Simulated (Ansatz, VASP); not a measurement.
# Cross-check of WS2 between VASP and Ansatz

Wanted: the spread between two codes on one cell, functional and k mesh. The structure shown is the start of the Ansatz relaxation below; VASP solves that cell, so the two are compared at the walk's first step.

Method: plane waves, with VASP 6.6.1 beside it; single point at PBEsol, in Ansatz 0.2.0.

### Step 1. Set-up

The cell holds 3 atoms: 1 W and 2 S. Cell: a = 3.153 Å, b = 3.153 Å, c = 30.085 Å, α = 90.0°, β = 90.0°, γ = 120.0°. As first built, before any earlier steps moved the atoms (in the runner's words): one layer cut from the layered crystal. Vacuum lies along c. The height across the vacuum is the one that the program set for its solve, not the one typed.

Structure file:

```cif
data_structure
_symmetry_space_group_name_H-M 'P 1'
_symmetry_Int_Tables_number 1
_cell_length_a 3.1532
_cell_length_b 3.1532
_cell_length_c 30.0847
_cell_angle_alpha 90.000
_cell_angle_beta 90.000
_cell_angle_gamma 120.000
_cell_volume 259.05
loop_
_atom_site_label
_atom_site_type_symbol
_atom_site_fract_x
_atom_site_fract_y
_atom_site_fract_z
_atom_site_occupancy
W1 W 0.00000 0.00000 0.31814 1
S2 S 0.33333 0.66667 0.37037 1
S3 S 0.33333 0.66667 0.26592 1
```

### Step 2. Ansatz: relaxation, PBEsol

Ansatz runs on its default PAW (the set named soft_2) files.

The two programs are compared at the cell with which this relaxation starts, whose forces are those of its first step.

input.yaml

```yaml
crystal:
  lattice:
    - [3.1531999981, 0.0, 0.0]
    - [-1.5765999991, 2.7307513016, 0.0]
    - [0.0, 0.0, 19.142365]
  atoms:
    - { symbol: W, position: [0.0, 0.0, 0.5] }
    - { symbol: S, position: [0.3333333333, 0.6666666667, 0.58207881] }
    - { symbol: S, position: [0.3333333333, 0.6666666667, 0.41792119] }
  periodic: [true, true, false]
kpoints:
  mp_grid: { grid: [8, 8, 1] }
scf:
  occupations: { method: fermi_dirac, width: 0.05 }
hamiltonian:
  xc: pbesol
output:
  forces: true
  stress: true
relax:
  f_tol: 0.02
  max_steps: 50
  cell: {}
```

Started as:

```
$ ansatz run input.yaml --threads 2 --pin off --max-ram 6144MiB --backend cpu --events-out ev --progress --plain --runs-dir out
```

Numbers of over 12 decimals in the logs are rounded to 6 here.

Log:

```text
Warning: crystal.periodic: the lattice vector that does not repeat stood 0.000° off the slab's normal, 19.142 Å along it as the deck builds it. The run solves the slab on a vector along the normal, 30.085 Å long, with every atom where it was (on the deck's vector they left 16.00 Å outside them, and the widest stretch free of ions among them is 1.57 Å). A fractional position that the run reports is one of the run's ce [...]
crystal.periodic: the lattice vector that does not repeat stood 0.000° off the slab's normal, 19.142 Å along it as the deck builds it. The run solves the slab on a vector along the normal, 30.085 Å long, with every atom where it was (on the deck's vector they left 16.00 Å outside them, and the widest stretch free of ions among them is 1.57 Å). A fractional position that the run reports is one of the run's cell, which [...]
Engine: ansatz 0.2.0, aarch64-unknown-linux-gnu
Pseudopotentials: kind: paw
Pseudopotential: W, paw, valence charge 14, recommended cutoff 420 eV (normal), W.paw.azcp
Pseudopotential: S, paw, valence charge 6, recommended cutoff 420 eV (normal), S.paw.azcp
Functional definition: PBEsol
  exchange = pbesol_x
  correlation = pbesol_c
Crystal: 3 atoms, lattice volume = 259.048 Å³
Basis set: ecut = 420 eV, 4985 PW (Γ), exchange–correlation on 48×48×432 points (8 copies of the dense FFT grid, shifted against one another)
Bands: 17, of which v1, the nominal top of the filled ones, is band 13 counted from 1 (12 counted from 0)
Symmetry: 12 space group operations
Space group: P-6m2 (ITA 187), of the structure as read, at distance tolerance 6.4e-5 Å
k-points: 10 of 64 (time reversal used)
Non-local potential: W, projectors of the file, l = 0: 3, l = 1: 2, l = 2: 2, l = 3: 1
Non-local potential: S, projectors of the file, l = 0: 2, l = 1: 2, l = 2: 2
PAW form: soft (Blöchl's): semilocal exchange-correlation on the pseudo side does not see the compensation charge
PAW frozen core: W, regenerated for the run's functional, and the local potential with it (the file was generated under x = pbe(κ = 0.804, μ = 0.219515), c = pbe(β = 0.066725))
PAW frozen core: S, regenerated for the run's functional, and the local potential with it (the file was generated under x = pbe(κ = 0.804, μ = 0.219515), c = pbe(β = 0.066725))
PAW one-centre angular grid: W, 590 points (default); XC on 64 Gauss nodes
PAW one-centre angular grid: S, 110 points (default); XC on 64 Gauss nodes
Initial density: superposition of atomic densities (neutral atoms: chi_scale 0, normalization atom), corrected by the library's trained network
Initial wavefunctions: pseudopotential atomic-orbital guess
Functional: x = pbesol(κ = 0.804, μ = 0.123457), c = pbesol(β = 0.046)
SCF iter   1: F=—  HF=-12029.060860 eV  |F-HF|=—  |Δ(HF+E_count)|=         —  Δρ=4.32e-3  dr2=1.14e-1  ethr=1.77e-3  ⟨swp⟩=14.8  Hψ=1699  notcnv=0
preconditioner: auto → none  [insulator: Δε(μ)=2.219 eV  Ē_g=8.739 eV  σ=0.050 eV  W_gap=1.00  n_scr=16 (ndim 8)  ℏωp=9.8 eV  f_vac=0.765  D(μ)=0.00/eV (n_scr^D=0)  ε∞_Penn≈2.3]
SCF iter   2: F=—  HF=-12029.113043 eV  |F-HF|=—  |Δ(HF+E_count)|=   5.22e-2  Δρ=6.35e-3  dr2=3.95e-1  ethr=4.38e-4  ⟨swp⟩=5.1  Hψ=566  notcnv=0  recentre
SCF iter   3: F=—  HF=-12029.049272 eV  |F-HF|=—  |Δ(HF+E_count)|=   6.38e-2  Δρ=1.52e-3  dr2=3.97e-3  ethr=4.38e-4  ⟨swp⟩=4.0  Hψ=371  notcnv=0
SCF iter   4: F=—  HF=-12029.052749 eV  |F-HF|=—  |Δ(HF+E_count)|=   3.48e-3  Δρ=4.25e-4  dr2=3.13e-4  ethr=1.53e-5  ⟨swp⟩=3.8  Hψ=497  notcnv=0
SCF iter   5: F=—  HF=-12029.052881 eV  |F-HF|=—  |Δ(HF+E_count)|=   1.31e-4  Δρ=1.72e-4  dr2=4.13e-5  ethr=1.20e-6  ⟨swp⟩=3.4  Hψ=370  notcnv=0
SCF iter   6: F=—  HF=-12029.052903 eV  |F-HF|=—  |Δ(HF+E_count)|=   2.22e-5  Δρ=5.09e-5  dr2=8.58e-6  ethr=1.59e-7  ⟨swp⟩=3.2  Hψ=356  notcnv=0
SCF iter   7: F=—  HF=-12029.052900 eV  |F-HF|=—  |Δ(HF+E_count)|=   2.39e-6  Δρ=1.73e-5  dr2=8.34e-7  ethr=3.30e-8  ⟨swp⟩=3.5  Hψ=376  notcnv=0
SCF iter   8: F=-12029.052900 eV  HF=-12029.052900 eV  |F-HF|=5.23e-8  |Δ(HF+E_count)|=   2.65e-7  Δρ=4.74e-6  dr2=6.48e-8  ethr=3.85e-10  ⟨swp⟩=6.9  Hψ=1088  notcnv=0
SCF 1 converged in 8 iterations: F = -12029.052900 eV  dr2 = 6.48e-8
  greatest PAW one-centre occupation: 1.000 electrons in one spin orbital (limit 2), on the W atom at site 0 (counted from 0), in its partial waves of l = 0
relax step   1: F+E_penalty+E_count = -12029.05290003 eV  Δ(F+E_penalty+E_count) = +0.000e0 eV  max|allowed force component| = 1.427e-1 eV/Å  Δτ_max = 0.0000 Å  P = -0.744 N/m  Ω = 259.048 Å³  fix = [c, alpha, beta]  reactions: c -0.000 N/m  (8 SCF iters, dr2 threshold 1.00e-7 eV, accepted)
[...]
relax step   2: F+E_penalty+E_count = -12029.05439879 eV  Δ(F+E_penalty+E_count) = -1.499e-3 eV  max|allowed force component| = 4.976e-2 eV/Å  Δτ_max = 0.0066 Å  P = +0.135 N/m  Ω = 257.737 Å³  energy of the carried Pulay correction = +4.351e-5 eV  fix = [c, alpha, beta]  reactions: c +0.000 N/m  (6 SCF iters, dr2 threshold 3.00e-7 eV, accepted)
[...]
relax step   3: F+E_penalty+E_count = -12029.05451339 eV  Δ(F+E_penalty+E_count) = -1.146e-4 eV  max|allowed force component| = 7.843e-3 eV/Å  Δτ_max = 0.0030 Å  P = +0.034 N/m  Ω = 257.676 Å³  energy of the carried Pulay correction = +4.557e-5 eV  fix = [c, alpha, beta]  reactions: c +0.000 N/m  (5 SCF iters, dr2 threshold 1.55e-7 eV, accepted)
[...]
relax step   4: F+E_penalty+E_count = -12029.05446743 eV  Δ(F+E_penalty+E_count) = +4.596e-5 eV  max|allowed force component| = 7.840e-3 eV/Å  Δτ_max = 0.0000 Å  P = +0.033 N/m  Ω = 257.676 Å³  fix = [c, alpha, beta]  reactions: c +0.000 N/m  stress off target by 3.34e-2 N/m on what of the cell is left free  SCF on the basis re-selected at this cell (its energy is not comparable with the rows above)  (6 SCF iters)
basis re-selected at this cell: Δ(F+E_penalty+E_count) = +4.596e-5 eV, ΔP = -0.000 N/m vs the last step (what re-selecting the basis moved, of the pressure what is left beyond the Pulay correction that the steps carried, after the strain that the cell walked since its last selection, with what the two solves' SCF thresholds leave and, on support functions, any second-order correction that the steps lacked; it is no m [...]
SCF converged after 6 iterations
Free energy (F): -12029.054467 eV
Harris-Foulkes:  -12029.054467 eV  (|F-HF|=1.82e-12)
Internal energy: -12029.054467 eV  (E = F + TS)
E sigma→0 (E₀):  -12029.054467 eV
Fermi energy:    -4.763960 eV
--- Per-component energies (eV) ---
  E_band       = -623.204406
  E_kinetic    = 666.968700
  E_local      = -45063.709841  (includes V_loc(G=0)·N_el)
  E_nonlocal   = 60.298442
  E_hartree    = 22132.767884
  E_xc         = -458.647323
  E_vxc        = -414.875201  (∫ρ·V_xc dr)
  E_paw        = -9604.534329  (= ΣΔE_a)
  E_vpaw       = -137.422285  (= ΣTr[D̂ρ^β])
  E_aug_tail   = -0.000066  (compensation charges beyond the density's cutoff)
  E_ewald      = 20237.456375
  E_core_change = 0.345691  (= ΣΔE_core)
  E_smearing   = -0.000000  (= −TS)
  E_closure    = -0.000000  (closes the sum)
  Σ components = -12029.054467   (vs F -12029.054467, Δ=0.00e0)
--- Forces (eV/Å), atoms counted from 1 ---
  atom   1  W      0.00000000     0.00000000    -0.00000000
  atom   2  S      0.00000000    -0.00000000    -0.00784005
  atom   3  S      0.00000000    -0.00000000     0.00784005
  max |Σ_I F_I| component: 1.85e-17 eV/Å
--- 2D stress c σ (N/m, compression-positive) ---
        0.033435      -0.000000       0.000000
       -0.000000       0.033435       0.000000
        0.000000       0.000000       0.000000
  P = ½ c Tr σ = 0.0334 N/m
--- Relaxed structure (3 steps of the walk, 3 accepted, 1 SCFs on fresh bases) ---
  F+E_penalty+E_count = -12029.05446743 eV   max|allowed force component| = 7.840e-3 eV/Å   (the final SCF, on the basis selected at the relaxed cell)
  cell:  # Å, volume = 257.6757 Å³
    - [3.144838, 2.8790901528418108e-11, 0.0]
    - [-1.572419, 2.723510, 0.0]
    - [0.0, 0.0, 30.084730]
  atoms:
    - { symbol: W, position: [4.934324554140898e-17, 4.111937128181484e-17, 0.318141] }
    - { symbol: S, position: [0.333333, 0.666667, 0.370245] }
    - { symbol: S, position: [0.333333, 0.666667, 0.266037] }
```

### Step 3. VASP: single point, PBEsol, start cell

The same cell, functional, mesh and smearing now go to VASP, with its own data sets.

Lines of VASP's logs that name or quote its potential files are left out, and so is its time.

INCAR

```
SYSTEM = WS2
PREC = Accurate
ENCUT = 520
EDIFF = 1E-06
NELM = 120
ISMEAR = -1
SIGMA = 0.05
LREAL = .FALSE.
ALGO = Normal
GGA = PS
NBANDS = 15
LASPH = .TRUE.
LORBIT = 11
LWAVE = .FALSE.
LCHARG = .FALSE.
ISIF = 2
LDIPOL = .TRUE.
IDIPOL = 3
DIPOL = 0.5 0.5 0.318
LVHAR = .TRUE.
GGA_COMPAT = .FALSE.
EFERMI = MIDGAP
NELMDL = -8
```

POSCAR

```
WS2
1.0
    3.1532000000      0.0000000000      0.0000000000
   -1.5766000000      2.7307510000      0.0000000000
    0.0000000000      0.0000000000     30.0847300000
W S
1 2
Direct
    0.0000000000      0.0000000000      0.3181408974
    0.3333333944      0.6666667887      0.3703661293
    0.3333333944      0.6666667887      0.2659156323
```

KPOINTS

```
Automatic mesh
0
Gamma
8 8 1
0 0 0
```

The projector-augmented-wave data sets are W and S (PBE family, release 64).

Started as:

```
$ mpirun -np 1 vasp_std
```

Log:

```text
[banner, memory and clock lines left out]
running    1 mpi-ranks, on    1 nodes
 distrk:  each k-point on    1 cores,    1 groups
 distr:  one band on    1 cores,    1 groups

 POSCAR found type information on POSCAR W S
 POSCAR found :  2 types and       3 ions
|                                                                             |
|               ----> ADVICE to this user running VASP <----                  |
|                                                                             |
|     You enforced a specific xc type in the INCAR file but a different       |
|     [... a line on the potential file left out ...]
|     I HOPE YOU KNOW WHAT YOU ARE DOING!                                     |
|                                                                             |

 LDA part: xc-table for (Slater+PW92), standard interpolation
 POSCAR, INCAR and KPOINTS ok, starting setup
 FFT: planning ... GRIDC
 FFT: planning ... GRID_SOFT
 FFT: planning ... GRID
 WAVECAR not read
 entering main loop
       N       E                     dE             d eps       ncg     rms          rms(c)
DAV:   1     0.138461316701E+03    0.13846E+03   -0.56453E+03   300   0.844E+02
DAV:   2    -0.831397040714E+01   -0.14678E+03   -0.13515E+03   487   0.163E+02
DAV:   3    -0.262933466643E+02   -0.17979E+02   -0.17832E+02   433   0.724E+01
DAV:   4    -0.266604978224E+02   -0.36715E+00   -0.36581E+00   414   0.130E+01
DAV:   5    -0.266691409884E+02   -0.86432E-02   -0.86407E-02   406   0.192E+00
DAV:   6    -0.266695388859E+02   -0.39790E-03   -0.39788E-03   429   0.408E-01
DAV:   7    -0.266695512361E+02   -0.12350E-04   -0.12350E-04   442   0.653E-02
DAV:   8    -0.266695517227E+02   -0.48658E-06   -0.48612E-06   404   0.125E-02    0.288E+01
DAV:   9    -0.255320669307E+02    0.11375E+01   -0.29913E+00   450   0.124E+01    0.125E+01
DAV:  10    -0.253838417917E+02    0.14823E+00   -0.10508E+00   384   0.814E+00    0.590E+00
DAV:  11    -0.253088703604E+02    0.74971E-01   -0.15842E-01   377   0.346E+00    0.964E-01
DAV:  12    -0.253075899047E+02    0.12805E-02   -0.29844E-02   433   0.118E+00    0.506E-01
DAV:  13    -0.253056504385E+02    0.19395E-02   -0.76835E-03   412   0.630E-01    0.172E-01
DAV:  14    -0.253056014691E+02    0.48969E-04   -0.62389E-04   405   0.202E-01    0.513E-02
[...]
DAV:  19    -0.253058810017E+02   -0.84787E-04   -0.57992E-06   349   0.118E-02    0.922E-03
DAV:  20    -0.253058918830E+02   -0.10881E-04   -0.34203E-07   347   0.327E-03    0.137E-03
DAV:  21    -0.253059171915E+02   -0.25308E-04   -0.60681E-07   286   0.279E-03    0.598E-04
DAV:  22    -0.253059235985E+02   -0.64071E-05   -0.55494E-07   328   0.184E-03    0.603E-04
DAV:  23    -0.253059315630E+02   -0.79645E-05   -0.21656E-07   304   0.141E-03    0.376E-04
DAV:  24    -0.253059347948E+02   -0.32317E-05   -0.10046E-07   325   0.843E-04    0.192E-04
DAV:  25    -0.253059369697E+02   -0.21749E-05   -0.50166E-08   290   0.561E-04    0.669E-05
DAV:  26    -0.253059376442E+02   -0.67457E-06   -0.12391E-08   318   0.323E-04
   1 F= -.25305938E+02 E0= -.25305938E+02  d E =-.102634E-09
```

Parts of OUTCAR (step 3):

```text
ion  position               nearest neighbor table
   1  0.000  0.000  0.318-   2 2.40   2 2.40   2 2.40   3 2.40   3 2.40   3 2.40
   2  0.333  0.667  0.370-   1 2.40   1 2.40   1 2.40
   3  0.333  0.667  0.266-   1 2.40   1 2.40   1 2.40

  LATTYP: Found a hexagonal cell.
 ALAT       =     3.1532000000
 C/A-ratio  =     9.5410154763

 Subroutine GETGRP returns: Found 12 space group operations
 (whereof  6 operations were pure point group operations)

The static configuration has the point symmetry C_3v.
 The point group associated with its full space group is D_3h.

 Found     10 irreducible k-points:

   k-points           NKPTS =     10   k-points in BZ     NKDIM =     10   number of bands    NBANDS=     15

   dimension x,y,z NGX =    24 NGY =   24 NGZ =  224
   dimension x,y,z NGXF=    48 NGYF=   48 NGZF=  448

   ENCUT  =  520.0 eV  38.22 Ry    6.18 a.u.   5.86  5.86 55.94*2*pi/ulx,y,z

   NELECT =      18.0000    total number of electrons

 k-points in reciprocal lattice and weights: Automatic mesh
   0.00000000  0.00000000  0.00000000       0.016
   0.12500000  0.00000000  0.00000000       0.094
   0.25000000  0.00000000  0.00000000       0.094
   0.37500000  0.00000000  0.00000000       0.094
   0.50000000  0.00000000  0.00000000       0.047
   0.12500000  0.12500000  0.00000000       0.094
   0.25000000  0.12500000  0.00000000       0.188
   0.37500000  0.12500000  0.00000000       0.188
   0.25000000  0.25000000  0.00000000       0.094
   0.37500000  0.25000000  0.00000000       0.094

 dipolmoment           0.000000      0.000000      0.000010 electrons x Angstroem

 average (electrostatic) potential at core
       1 -48.6811       2 -94.7965       3 -94.7966

 E-fermi :  -2.3748

 k-point     1 :       0.0000    0.0000    0.0000
  band No.  band energies     occupation
    ...
      5      -6.2061      2.00000
      6      -5.5512      2.00000
      7      -4.9307      2.00000
      8      -4.9307      2.00000
      9      -3.5198      2.00000
     10      -0.4035      0.00000
     11      -0.4035      0.00000
     12      -0.2445      0.00000
     13      -0.2445      0.00000
     14       1.7423      0.00000
    ...

 k-point     2 :       0.1250    0.0000    0.0000
  band No.  band energies     occupation
    ...
      5      -6.2472      2.00000
      6      -5.9474      2.00000
      7      -5.3195      2.00000
      8      -4.7206      2.00000
      9      -3.6563      2.00000
     10      -0.8031      0.00000
     11      -0.5591      0.00000
     12      -0.4664      0.00000
     13       0.0464      0.00000
     14       2.2505      0.00000
    ...

 k-point     3 :       0.2500    0.0000    0.0000
  band No.  band energies     occupation
    ...
      5      -7.2977      2.00000
      6      -6.0366      2.00000
      7      -5.3197      2.00000
      8      -5.0483      2.00000
      9      -4.3014      2.00000
     10      -1.0767      0.00000
     11      -0.7680      0.00000
     12      -0.1589      0.00000
     13       0.8178      0.00000
     14       3.0733      0.00000
    ...

  Total       -0.5604086     -0.5604084     -0.5489364      0.0000000      0.0000000      0.0000000
  in kB       -3.4660563     -3.4660555     -3.3951023      0.0000000      0.0000000      0.0000000
  external PRESSURE =      -3.4424047 kB  Pullay stress =       0.0000000 kB

  energy-cutoff  :      520.00
  volume of cell :      259.05
      direct lattice vectors                 reciprocal lattice vectors
     3.153200000  0.000000000  0.000000000     0.317138145  0.183099814  0.000000000
    -1.576600000  2.730751000  0.000000000     0.000000000  0.366199628  0.000000000
     0.000000000  0.000000000 30.084730000     0.000000000  0.000000000  0.033239454

 POSITION                                       TOTAL-FORCE (eV/Angst)
 -----------------------------------------------------------------------------------
      0.00000      0.00000      9.57118         0.000000      0.000000     -0.000000
      0.00000      1.82050     11.14237        -0.000000     -0.000000     -0.166635
      0.00000      1.82050      8.00000        -0.000000     -0.000000      0.166635
 -----------------------------------------------------------------------------------
    total drift:                               -0.000000     -0.000353      0.000960

  FREE ENERGIE OF THE ION-ELECTRON SYSTEM (eV)
  ---------------------------------------------------
  free  energy   TOTEN  =       -25.3059376442 eV

  energy  without entropy=      -25.3059376441  energy(sigma->0) =      -25.30593764

 vacuum level on the upper side and lower side of the slab         2.337         2.337

 total charge
# of ion       s       p       d       tot
------------------------------------------
    1        0.565   0.721   4.296   5.582
    2        1.353   2.345   0.000   3.698
    3        1.353   2.345   0.000   3.698
--------------------------------------------------
tot          3.270   5.412   4.296  12.978

[... 3 further parts left out ...]
```

This run has no spin polarisation, so a moment on W, if there is one, isn't seen. The data set W keeps the semicore shell frozen, which is cheaper and a little less accurate.

### Step 4. Comparison

Known differences besides the potentials themselves: Ansatz cuts the interaction across the vacuum, VASP repeats the sheet with a dipole correction; the data sets hold 26 valence electrons in Ansatz (on its default PAW (the set named soft_2) files) and 18 in VASP; the cutoff is 420 eV in Ansatz and 520 eV in VASP; Ansatz makes its cores anew for this functional, VASP keeps those of its PBE data sets. Total energies have different zeros and are not compared.

Forces (eV/Å; atoms numbered as in POSCAR):

```
atom        Ansatz x, y, z          VASP x, y, z
  W1   0.000, 0.000, 0.000   0.000, 0.000, 0.000
  S2  0.000, 0.000, -0.143  0.000, 0.000, -0.167
  S3   0.000, 0.000, 0.143   0.000, 0.000, 0.167
```

The forces differ by 11 meV/Å r.m.s., which is 14.3 % of the r.m.s. force of 0.079 eV/Å (both taken over all components). With vacuum in the cell, a pressure given here is an average over mostly empty space and none of the material.

### Step 5. Results

* r.m.s. force difference (single point, PBEsol, start cell): 11 meV/Å

What this shows: The r.m.s. force difference is 11 meV/Å (single point, PBEsol, start cell), within the 12 meV/Å picked in this series as the mark of a large difference. The data sets hold unlike numbers of valence electrons (26 in Ansatz and 18 in VASP), so part of the differences comes from the potentials. 1 further run of this series is not shown here. How closely two codes agree says nothing of how well the functional describes the real material.

[Lines on the potential files, build, host, timing and source positions are cut from VASP's logs without a mark.]

[Logs are printed without paths, hosts, clocks, repeated set-up lines and the standing remarks that a program may print on its own settings, such as how far it seeks lower states.]

[Hosts, paths, dates, database ids (printed as entryN), source tags and the programs' standing remarks are cut or masked in the printed files.]
